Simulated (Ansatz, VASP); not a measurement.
# Pt (Pt wire along [110], 8 atoms a period) in two plane-wave programs, part 2 of 2

Wanted: the spread between two codes on one cell, functional and k mesh. Of the first pair: The structure shown is the start of the Ansatz relaxation below; VASP solves that cell, so the two are compared at the walk's first step.

VASP 6.6.1 and Ansatz 0.2.0.

So far. Step 4 (Differences): The forces differ by 7.0 meV/Å r.m.s., which is 0.8 % of the r.m.s. force of 0.859 eV/Å (both taken over all components).

**5. Ansatz: relaxation, PBE**

Level of this step: Ansatz beside VASP: Kohn-Sham DFT, plane waves, PBE (Ansatz).

This run makes the geometry at which the two programs are then compared. The cell compared in this pair holds 352.03 Å³, against 375.32 Å³ for the pair before.

The structure compared here is the end of the Ansatz relaxation.

input.yaml

```yaml
crystal:
  lattice:
    - [10.77, 0.0, 0.0]
    - [0.0, 12.414, 0.0]
    - [0.0, 0.0, 2.8072139213]
  atoms:
    - { symbol: Pt, position: [0.315691736, 0.72615014, 0.0] }
    - { symbol: Pt, position: [0.315691736, 0.500017232, 0.0] }
    - { symbol: Pt, position: [0.684308264, 0.72615014, 0.0] }
    - { symbol: Pt, position: [0.684308264, 0.500017232, 0.0] }
    - { symbol: Pt, position: [0.5, 0.386950778, 0.5] }
    - { symbol: Pt, position: [0.5, 0.613083686, 0.5] }
    - { symbol: Pt, position: [0.315691736, 0.273884324, 0.0] }
    - { symbol: Pt, position: [0.684308264, 0.273884324, 0.0] }
kpoints:
  mp_grid: { grid: [1, 1, 29] }
scf:
  occupations: { method: fermi_dirac, width: 0.05 }
hamiltonian:
  xc: pbe
  pseudopotentials: { kind: paw, azcp: { folder: soft_1 } }
relax:
  cell: { fix: [a, b, alpha, beta, gamma] }
  max_steps: 45
  f_tol: 0.03
```

Run with:

```
$ ansatz run input.yaml --threads 4 --pin off --max-ram 16384MiB --backend cpu --events-out ev --progress --plain --runs-dir out
```

Numbers of over 12 decimals in the logs are rounded to 6 here.

Output:

```text
[...]
Crystal: 8 atoms, lattice volume = 375.321 Å³
Basis set: ecut = 420 eV, 7351 PW (Γ), exchange–correlation on 144×180×40 points (8 copies of the dense FFT grid, shifted against one another)
Bands: 87, of which v1, the nominal top of the filled ones, is band 72 counted from 1 (71 counted from 0)
Symmetry: 8 space group operations
[...]
k-points: 15 of 29
[...]
- [0, 0, 2.633041]
  atoms:
    - { symbol: Pt, position: [0.299216, 0.706807, 0] }
    - { symbol: Pt, position: [0.327644, 0.500017232, 0] }
    - { symbol: Pt, position: [0.700784, 0.706807, 0] }
    - { symbol: Pt, position: [0.672356, 0.500017232, 0] }
    - { symbol: Pt, position: [0.500000, 0.368400, 0.500000] }
    - { symbol: Pt, position: [0.500000, 0.631635, 0.500000] }
    - { symbol: Pt, position: [0.299216, 0.293227, 0] }
    - { symbol: Pt, position: [0.700784, 0.293227, 0] }
[key lines of the parts left out:]
SCF converged after 9 iterations
Free energy (F): -100190.014948 eV
Fermi energy:    4.512501 eV
P = ⅓ Tr σ = 0.0091 GPa (0.091 kbar)
```

**6. VASP: single point, PBE, relaxed cell, pair 2**

The same cell, functional, mesh and smearing now go to VASP, with its own data sets.

INCAR

```
SYSTEM = Pt
PREC = Accurate
ENCUT = 500
EDIFF = 1E-06
NELM = 120
ISMEAR = -1
SIGMA = 0.05
LREAL = .FALSE.
ALGO = Normal
GGA = PE
NBANDS = 49
LASPH = .TRUE.
LORBIT = 11
LWAVE = .FALSE.
LCHARG = .FALSE.
ISIF = 2
GGA_COMPAT = .FALSE.
KPAR = 2
```

POSCAR

```
Pt
1.0
   10.7700000000      0.0000000000      0.0000000000
    0.0000000000     12.4140000000      0.0000000000
    0.0000000000      0.0000000000      2.6330407153
Pt
8
Direct
    0.2992160992      0.7068074167      0.0000000000
    0.3276443106      0.5000172320      0.0000000000
    0.7007839008      0.7068074167      0.0000000000
    0.6723556894      0.5000172320      0.0000000000
    0.5000000000      0.3683999009      0.5000000000
    0.5000000000      0.6316345631      0.5000000000
    0.2992160992      0.2932270473      0.0000000000
    0.7007839008      0.2932270473      0.0000000000
```

KPOINTS

```
Automatic mesh
0
Gamma
1 1 29
0 0 0
```

The projector-augmented-wave data sets are Pt (PBE family, release 64).

Run with:

```
$ mpirun -np 2 vasp_std
```

Output:

```text
[... set-up lines as in an earlier step ...]
 entering main loop
       N       E                     dE             d eps       ncg     rms          rms(c)
DAV:   1     0.506373638169E+03    0.50637E+03   -0.33821E+04  1470   0.134E+03
DAV:   2    -0.375881485621E+01   -0.51013E+03   -0.47439E+03  1765   0.263E+02
DAV:   3    -0.422440510675E+02   -0.38485E+02   -0.34644E+02  1868   0.642E+01
DAV:   4    -0.438418881913E+02   -0.15978E+01   -0.15208E+01  1729   0.125E+01
[...]
DAV:  16    -0.411693163250E+02   -0.87451E-04   -0.58907E-05  1569   0.415E-02    0.159E-02
DAV:  17    -0.411693313641E+02   -0.15039E-04   -0.11240E-05  1407   0.202E-02    0.426E-03
DAV:  18    -0.411693322064E+02   -0.84234E-06   -0.29514E-06  1079   0.971E-03
   1 F= -.41169332E+02 E0= -.41105480E+02  d E =-.127705E+00
```

OUTCAR, selected parts (step 6):

```text
  Total       -0.2191097     -0.3949992     -0.3122317      0.0000000      0.0000000      0.0000000
  in kB       -0.9972114     -1.7977187     -1.4210278      0.0000000      0.0000000      0.0000000
  external PRESSURE =      -1.4053193 kB  Pullay stress =       0.0000000 kB

 POSITION                                       TOTAL-FORCE (eV/Angst)
 -----------------------------------------------------------------------------------
      3.22256      8.77431      0.00000         0.014561     -0.022569     -0.000000
      3.52873      6.20721      0.00000         0.008072      0.000000     -0.000000
      7.54744      8.77431      0.00000        -0.014561     -0.022569      0.000000
      7.24127      6.20721      0.00000        -0.008072      0.000000     -0.000000
      5.38500      4.57332      1.31652         0.000000      0.011725     -0.000000
      5.38500      7.84111      1.31652         0.000000     -0.011725     -0.000000
      3.22256      3.64012      0.00000         0.014561      0.022569     -0.000000
      7.54744      3.64012      0.00000        -0.014561      0.022569     -0.000000
 -----------------------------------------------------------------------------------
    total drift:                               -0.000000     -0.000000     -0.000000

  FREE ENERGIE OF THE ION-ELECTRON SYSTEM (eV)
  ---------------------------------------------------
  free  energy   TOTEN  =       -41.1693322064 eV

  energy  without entropy=      -41.0416269809  energy(sigma->0) =      -41.10547959

[... 1 part as in an earlier step ...]

[... 2 further parts left out ...]
[key lines of the parts left out:]
E-fermi :   0.3446
```

**7. Differences**

What differs besides the data sets and the points named for the pairs above, as far as they apply: the data sets hold 144 valence electrons in Ansatz (on its PAW soft_1 files) and 80 in VASP; the cutoff is 420 eV in Ansatz and 500 eV in VASP; Ansatz's pressure holds a Pulay correction, VASP's none. Total energies have different zeros and are not compared.

Compared:

| quantity | Ansatz | VASP | difference |
| --- | --- | --- | --- |
| pressure (GPa) | 0.01 | -0.14 | +0.15 |

At this near-relaxed geometry the largest component of a force difference is 22 meV/Å.

**8. Summary of results**

| Item | Value |
| --- | --- |
| r.m.s. force difference (single point, PBE, start cell, pair 1) | 0.82 % of the r.m.s. force |
| difference in pressure (single point, PBE, relaxed cell, pair 2) | 0.15 GPa |
| r.m.s. force difference (single point, PBE, relaxed cell, pair 2) | 12 meV/Å |

The r.m.s. force difference is 12 meV/Å (single point, PBE, relaxed cell, pair 2), at about the 12 meV/Å picked in this series as the mark of a large difference. The data sets hold unlike numbers of valence electrons (144 in Ansatz and 80 in VASP), so part of the differences comes from the potentials. Such differences can come from data sets, numerical settings and the points named under the comparisons, not from the functional's error against experiment.

[Lines on the potential files, build, host, timing and source positions are cut from VASP's logs without a mark.]

[Logs are printed without paths, hosts, clocks, repeated set-up lines and the standing remarks that a program may print on its own settings, such as how far it seeks lower states.]

[Hosts, paths, dates, database ids (printed as entryN), source tags and the programs' standing remarks are cut or masked in the printed files.]
